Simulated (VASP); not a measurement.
```yaml
crystal:
  lattice:
    - [0.00000, 2.76273, 2.73290]
    - [2.76248, 0.00000, 2.73290]
    - [2.76248, 2.76273, 0.00000]
  atoms:
    - { symbol: Ce, position: [0.00000, 0.00000, 0.00000] }
    - { symbol: O, position: [0.25000, 0.25000, 0.25000] }
    - { symbol: O, position: [0.73569, 0.76431, 0.76431] }
```
Cell charge -0.5.

All values below come from PBE GGA, VASP's PBE PAW potentials (set 64) (plane waves; VASP 6.6.1). Numerical set-up: NELECT = 24.5, 520 eV cut-off, 6×6×6 Γ-centred mesh, Gaussian smearing of 0.050 eV, potentials Ce O.

The cell is charged, with a uniform compensating background.

**Question.** Which forces act on the atoms, in eV/Å?

**Answer.** 
| atom | Fx | Fy | Fz |
|---|---|---|---|
| Ce1 | 0.261 | 0.000 | 0.000 |
| O2 | 0.288 | 0.000 | 0.000 |
| O3 | -0.549 | 0.000 | 0.000 |

**Question.** Give the stress tensor in GPa (positive for a compressed cell).

**Answer.** 
```
21.11   0.00   0.00
 0.00  20.82   0.68
 0.00   0.68  23.44
```
The pressure is its mean diagonal, 21.79 GPa.

The compound is CeO2 in the fluorite structure. The cell was not relaxed at this level, atoms are displaced from their ideal sites. The k-mesh is coarse (spacing up to 0.33 per Å, 2π included), so the numbers may not be converged in it. The run is one of a series of settings (NELECT = 24.5 against the base run), some of them coarse on purpose. The run is not spin-polarised, so no magnetic state was tried.
